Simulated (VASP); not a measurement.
Method: PBE GGA + U (Dudarev), VASP's PBE PAW potentials (set 64) (plane waves; VASP 6.6.1).

Input for VASP

POSCAR:
```
CuZn
1
    3.0090000000     0.0000000000     0.0000000000
    0.0000000000     3.0090000000     0.0000000000
    0.0000000000     0.0000000000     3.0090000000
Zn Cu
1 1
Direct
  0.5000000000   0.5000000000   0.5000000000
  0.0000000000   0.0000000000   0.0000000000
```

**KPOINTS**
```
kpoints
0
gamma
11 11 11
0 0 0
```

### INCAR
```
SYSTEM  =  CuZn
PREC  =  Accurate; ENCUT  =  400; LREAL  =  .FALSE.
LASPH  =  .TRUE.
EDIFF  =  1E-6; NELM  =  100; ALGO  =  Normal
LMAXMIX  =  4
ISMEAR  =  1; SIGMA  =  0.1
GGA  =  PE
LDAUL  =  2 2
LDAUU  =  8.0 8.0
LDAUJ  =  0 0
LDAU  =  .TRUE.; LDAUTYPE  =  2; LDAUPRINT  =  1
ISIF  =  2
LWAVE  =  .FALSE.; LCHARG  =  .FALSE.; LORBIT  =  10
```

POTCAR, in this order: Zn Cu (PBE.64 set). Program: vasp_std.

The resulting files:

OSZICAR:
```
       N       E                     dE             d eps       ncg     rms          rms(c)
DAV:   1     0.108768375872E+03    0.10877E+03   -0.10249E+04  1720   0.215E+03
DAV:   2     0.235575201861E+01   -0.10641E+03   -0.10362E+03  1694   0.305E+02
DAV:   3    -0.191697469570E+01   -0.42727E+01   -0.42688E+01  2023   0.822E+01
DAV:   4    -0.194489112302E+01   -0.27916E-01   -0.27915E-01  2009   0.614E+00
DAV:   5    -0.194517413166E+01   -0.28301E-03   -0.28301E-03  2108   0.609E-01    0.456E+00
DAV:   6    -0.179508933990E+01    0.15008E+00   -0.17016E+00  1694   0.323E+01    0.227E+00
DAV:   7    -0.175117609063E+01    0.43913E-01   -0.28424E-01  1764   0.151E+01    0.178E+00
DAV:   8    -0.174527143732E+01    0.59047E-02   -0.22182E-02  2454   0.301E+00    0.427E-01
DAV:   9    -0.174491321646E+01    0.35822E-03   -0.90443E-04  2340   0.583E-01    0.363E-02
DAV:  10    -0.174493780578E+01   -0.24589E-04   -0.12647E-04  2507   0.202E-01    0.304E-02
DAV:  11    -0.174493422009E+01    0.35857E-05   -0.95710E-06  2183   0.638E-02    0.659E-03
DAV:  12    -0.174493379126E+01    0.42882E-06   -0.12215E-07   917   0.675E-03
   1 F= -.17449338E+01 E0= -.17449735E+01  d E =0.119071E-03
```

File OUTCAR:
```
------------------------ aborting loop because EDIFF is reached ----------------------------------------
  FORCE on cell =-STRESS in cart. coord.  units (eV):
  Direction    XX          YY          ZZ          XY          YZ          ZX
  --------------------------------------------------------------------------------------
  Total       -1.2906655     -1.2906655     -1.2906655     -0.0000000      0.0000000     -0.0000000
  in kB      -75.9027837    -75.9027837    -75.9027837     -0.0000000      0.0000000     -0.0000000
  external PRESSURE =     -75.9027837 kB  Pullay stress =       0.0000000 kB
  volume of cell :       27.24
      direct lattice vectors                 reciprocal lattice vectors
     3.009000000  0.000000000  0.000000000     0.332336324  0.000000000  0.000000000
     0.000000000  3.009000000  0.000000000     0.000000000  0.332336324  0.000000000
     0.000000000  0.000000000  3.009000000     0.000000000  0.000000000  0.332336324
 POSITION                                       TOTAL-FORCE (eV/Angst)
 -----------------------------------------------------------------------------------
      1.50450      1.50450      1.50450         0.000000      0.000000      0.000000
      0.00000      0.00000      0.00000         0.000000      0.000000      0.000000
 -----------------------------------------------------------------------------------
    total drift:                               -0.000000      0.000000      0.000000
  FREE ENERGIE OF THE ION-ELECTRON SYSTEM (eV)
  ---------------------------------------------------
  free  energy   TOTEN  =        -1.7449337913 eV

  energy  without entropy=       -1.7450528626  energy(sigma->0) =       -1.74497348

 total charge

# of ion       s       p       d       tot
------------------------------------------
    1        0.566   0.428   9.857  10.850
    2        0.392   0.302   9.429  10.122
--------------------------------------------------
tot          0.957   0.730  19.285  20.972
```
(Selected blocks of OUTCAR.)

**OUTCAR**
```
 val. band max:        4.3402807711   @ k =   0.4545   0.4545   0.2727

 cond. band min:       4.4835855339   @ k =   0.3636   0.3636   0.0909


 Fermi energy:         4.3709476702

 k-point     1 :       0.0000    0.0000    0.0000
  band No.  band energies     occupation
      1      -6.2234      2.00000
      2      -6.2234      2.00000
      3      -5.7384      2.00000
      4      -5.7384      2.00000
      5      -5.7384      2.00000
      6      -4.8567      2.00000
      7      -0.6958      2.00000
      8      -0.6958      2.00000
      9       0.1303      2.00000
     10       0.1303      2.00000
     11       0.1303      2.00000
     12      11.0258      0.00000
     13      11.0258      0.00000
     14      11.0258      0.00000
     15      13.9791      0.00000

 k-point     2 :       0.0909    0.0000    0.0000
  band No.  band energies     occupation
      1      -6.2142      2.00000
      2      -6.1947      2.00000
      3      -5.7474      2.00000
      4      -5.7474      2.00000
      5      -5.7340      2.00000
      6      -4.7131      2.00000
      7      -0.6959      2.00000
      8      -0.6717      2.00000
      9       0.0968      2.00000
     10       0.0968      2.00000
     11       0.1285      2.00000
     12       9.5076      0.00000
     13      11.2066      0.00000
     14      11.2066      0.00000
     15      14.0655      0.00000

 k-point     3 :       0.1818    0.0000    0.0000
  band No.  band energies     occupation
      1      -6.1903      2.00000
      2      -6.1221      2.00000
      3      -5.7727      2.00000
      4      -5.7727      2.00000
      5      -5.7231      2.00000
      6      -4.2817      2.00000
      7      -0.6969      2.00000
      8      -0.6080      2.00000
      9       0.0077      2.00000
     10       0.0077      2.00000
     11       0.1227      2.00000
     12       7.1894      0.00000
     13      11.7349      0.00000
     14      11.7349      0.00000
     15      14.3254      0.00000
...
```

The compound is CuZn in the CsCl type structure. The cell was not relaxed at this level. The run is one of a series of settings (LDAU = .TRUE., LDAUJ = 0 0, LDAUL = 2 2, LDAUTYPE = 2, LDAUU = 8.0 8.0 against the base run), some of them coarse on purpose. The electron count is odd and the run is not spin-polarised, which forces a metal.
